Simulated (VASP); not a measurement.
Input:

```yaml
crystal:
  lattice:
    - [-1.65257, 1.65257, 1.65257]
    - [1.65257, -1.65257, 1.65257]
    - [1.65257, 1.65257, -1.65257]
  atoms:
    - { symbol: Ta, position: [0.00000, 0.00000, 0.00000] }
```

Calculation: r2SCAN meta-GGA with spin-orbit coupling, VASP's PBE PAW potentials (set 64) (plane waves; VASP 6.6.1). Settings: 400 eV cut-off, 14×14×14 Γ-centred mesh, Gaussian smearing of 0.050 eV, potentials Ta_pv.

Question: Give the energies of bands 7 to 17 at the high-symmetry points, in eV from the Fermi level.

Answer: 
| band | Γ | H | N | P |
|---|---|---|---|---|
| 7 | -8.30 | -3.92 | -4.53 | -1.71 |
| 8 | -8.30 | -3.92 | -4.53 | -1.71 |
| 9 | 0.69 | -3.92 | -1.56 | -1.12 |
| 10 | 0.69 | -3.92 | -1.56 | -1.12 |
| 11 | 0.69 | 6.90 | 1.52 | -1.12 |
| 12 | 0.69 | 6.90 | 1.52 | -1.12 |
| 13 | 1.12 | 6.90 | 4.18 | 5.44 |
| 14 | 1.12 | 6.90 | 4.18 | 5.44 |
| 15 | 4.37 | 7.52 | 5.26 | 5.44 |
| 16 | 4.37 | 7.52 | 5.26 | 5.44 |
| 17 | 4.37 | 7.73 | 8.09 | 7.78 |

It has no gap at this level: it comes out as a metal or semimetal.

The compound is Ta in the bcc structure. It was relaxed first.
